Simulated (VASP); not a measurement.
Consider the following.

```
CELL_PARAMETERS angstrom
      3.86234     0.00000     0.00000
      0.00000     3.86234     0.00000
      0.00000     0.00000     3.86234
ATOMIC_POSITIONS crystal
  Cu 0.00000 0.50000 0.50000
  Cu 0.50000 0.00000 0.50000
  Cu 0.50000 0.50000 0.00000
  Au 0.00000 0.00000 0.00000
```

Computed with PBEsol GGA, VASP's PBE PAW potentials (set 64) (plane waves; VASP 6.6.1). Numerical set-up: 480 eV cut-off, 8×8×8 Γ-centred mesh, first-order Methfessel-Paxton smearing of 0.10 eV, potentials Cu Au.

Unless said otherwise, spin-orbit coupling is left out, though it shifts the bands of the heavy elements here.

Q: Predict the energy per atom (σ→0), pressure, band gap (on the k-mesh) with the smallest direct gap where there is one.

A: 
* **band gap (on the k-mesh)**: none (metal, semimetal or under 0.01 eV)
* **energy per atom (σ→0)**: -4.181 eV/atom
* **pressure**: -14.39 GPa

The absolute energy has meaning only against runs of the same code, potentials and settings.

The compound is Cu3Au in the L1_2 structure. This cell was strained or had an atom moved on purpose.
